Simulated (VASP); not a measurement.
Consider the following.

```yaml
crystal:
  lattice:
    - [0.00000, 2.03682, 2.03682]
    - [2.03682, 0.00000, 2.03682]
    - [2.03682, 2.03682, 0.00000]
  atoms:
    - { symbol: Au, position: [0.00000, 0.00000, 0.00000] }
```

The numbers are results of MS2 meta-GGA, VASP's PBE PAW potentials (set 64) (plane waves; VASP 6.6.1), not measurements. Run with 520 eV cut-off, 17×17×17 Γ-centred mesh, tetrahedra with Blöchl corrections, potentials Au.

Unless said otherwise, spin-orbit coupling is left out, though it shifts the bands of the heavy elements here.

### Question
Predict the energy per atom (σ→0), band gap (over mesh and band path) with the smallest direct gap where there is one.

### Answer

* **band gap (over mesh and band path)**: none (metal, semimetal or under 0.01 eV)
* **energy per atom (σ→0)**: 1487.4 kJ/mol-atom

The absolute energy has meaning only against runs of the same code, potentials and settings.

The compound is Au in the fcc structure. It was relaxed first.
